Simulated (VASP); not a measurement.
```yaml
crystal:
  lattice:
    - [0.00000, 2.03492, 2.03492]
    - [2.03492, 0.00000, 2.03492]
    - [2.03492, 2.03492, 0.00000]
  atoms:
    - { symbol: Al, position: [0.00000, 0.00000, 0.00000] }
```

Method: optB86b-vdW, VASP's PBE PAW potentials (set 64) (plane waves; VASP). Settings: 520 eV cut-off, 16×16×16 Γ-centred mesh, first-order Methfessel-Paxton smearing of 0.10 eV, potentials Al.

### Question
Give the stress tensor in GPa (positive for a compressed cell).

### Answer

```
-1.98   0.00   0.00
 0.00  -1.98   0.00
 0.00   0.00  -1.98
```
The pressure is its mean diagonal, -1.98 GPa.

The compound is Al in the fcc structure. This cell is one point of a volume scan, at 1.03 of the reference volume.
